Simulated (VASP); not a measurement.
Write the native input for VASP 6.6.1 that does the following.

```
Task                   : relaxation of cell and atoms
Functional             : PBE
Potentials or basis    : VASP PAW PBE potentials, release 64 (Mg, B)
Cutoff                 : 600 eV
k mesh                 : 15 × 15 × 10
Occupations            : methfessel-paxton, width 0.1 eV
Spin                   : no spin polarisation
Further INCAR settings : ALGO = Normal; EDIFF = 1e-07; IBRION = 2; EDIFFG = -0.005; NSW = 90; ISIF = 3
```

The structure of MgB2 lies in POSCAR:

```
MgB2                                    
1.0
    3.0711433102      0.0000000000     -0.0000000000
   -1.5355716551      2.6596881247      0.0000000000
    0.0000000000     -0.0000000000      3.5280815573
  Mg              B             
     1     2
Direct
     0.0000000000000000    0.0000000000000000    0.0000000000000000
     0.3333333300000021    0.6666666699999979    0.5000000000000000
     0.6666666699999979    0.3333333300000021    0.5000000000000000
```

These files were run (other wordings do the same):

INCAR

```
PREC = Accurate ; ENCUT = 600
EDIFF = 1E-7 ; ISMEAR = 1
SIGMA = 0.1 ; LREAL = False
LASPH = True ; NELM = 80
ALGO = Normal ; ISIF = 3
LWAVE = False ; LCHARG = False
GGA = PE ; IBRION = 2
NSW = 90 ; EDIFFG = -0.005
```

KPOINTS

```
regular mesh
0
Gamma
  15 15 10
```

Potentials or basis: VASP PAW PBE potentials, release 64 (Mg, B).

Run with:

```bash
$ cat potpaw_PBE.64/Mg/POTCAR potpaw_PBE.64/B/POTCAR > POTCAR
$ mpirun -np 1 vasp_std > vasp.out
```

Results of the run:

The pressure after relaxing is 0.0 GPa. The band gap on the k mesh is none (metal or under the smearing width).

Caveat: the relaxation stopped at its first step, so nothing moved.

Run time: 23 s on 1 thread of Intel(R) Xeon(R) Platinum 8488C (Sapphire Rapids), on a shared host, peak memory 0.2 GiB.
